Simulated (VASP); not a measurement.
Calculation: PBE GGA with D3 dispersion (Becke-Johnson damping), VASP's PBE PAW potentials (set 64) (plane waves; VASP).

Input for VASP

### INCAR
```
! general
SYSTEM  = Zr
PREC    = Accurate
ENCUT   = 520   ! plane-wave cut-off (eV)
LREAL   = .FALSE.
LASPH   = .TRUE.

! electronic loop
EDIFF   = 1E-6   ! SCF stop (eV)
NELM    = 100   ! most electronic steps
ALGO    = Normal
LMAXMIX = 4

! smearing
ISMEAR  = 1
SIGMA   = 0.1

! functional
GGA     = PE   ! PBE
IVDW    = 12   ! D3, Becke-Johnson

! ions
IBRION  = 2
NSW     = 60   ! most ionic steps
ISIF    = 3
EDIFFG  = -0.01

! output
LWAVE   = .FALSE.
LCHARG  = .FALSE.
```

### POSCAR
```
Zr
1
    1.6150000000    -2.7972620000     0.0000000000
    1.6150000000     2.7972620000     0.0000000000
    0.0000000000     0.0000000000     5.1500000000
Zr
2
Direct
  0.3333330000   0.6666670000   0.2500000000
  0.6666670000   0.3333330000   0.7500000000
```

### KPOINTS
```
K-points
0
gamma
  12 12 7
```

POTCAR, in this order: Zr_sv (PBE.64 set). Program: vasp_std.

**Question.** What will the output report for the number of irreducible k-points (NKPTS), largest plane-wave count, number of space-group operations, FFT grid (NGX, NGY, NGZ)?

**Answer.** 
| Quantity | Result |
|---|---|
| number of irreducible k-points (NKPTS) | 76 |
| largest plane-wave count | 1278 |
| number of space-group operations | 24 |
| FFT grid (NGX, NGY, NGZ) | 24 × 24 × 40 |

The compound is Zr in the hcp structure. This run relaxes it. Symmetry was kept, so distortions that lower it aren't found.
